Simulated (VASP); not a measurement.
HfO2 (fluorite), at 1.04 of the tabulated volume:

```xyz
3
Lattice="0.0000 2.5734 2.5734 2.5734 0.0000 2.5734 2.5734 2.5734 0.0000" Properties=species:S:1:pos:R:3 pbc="T T T"
Hf     0.0000     0.0000     0.0000
O      1.2867     1.2867     1.2867
O      3.8601     3.8601     3.8601
```

The highest filled band near X, direction along the valley's axis, from mBJ (TB09) with spin-orbit coupling in VASP (PAW); its two spin partners are averaged. The gap over the points computed is 5.56 eV, and the next band on that side lies 1.28 eV away at the edge.

Run with 520 eV cut-off, 8×8×8 Γ-centred mesh, Gaussian smearing of 0.050 eV, potentials Hf_pv O.

| distance from the edge in k (1/Å) | distance in energy (meV) |
|---|---|
| 0.018 | 3.9 |
| 0.025 | 7.4 |
| 0.035 | 14.5 |
| 0.050 | 29.6 |
| 0.070 | 57.6 |

Q: Fit E(1 + αE) = ħ²k²/2m* (ħ²/2m0 = 3.810 eV Å²) and predict the row at 0.095 1/Å.

A: The rows don't resolve α, so a parabola serves: the hole mass is m* = 0.324 m0, and so 106.3 meV. The run gave 105.3 meV, -1.0 meV from the fit.

Left out are points under 3 meV from the edge, since the levels carry 0.1 meV, and points farther than half the way to the next band.

The compound is HfO2 in the fluorite structure, the high-temperature cubic form, which is unstable at 0 K; the monoclinic form is the stable one. The cell was not relaxed at this level.
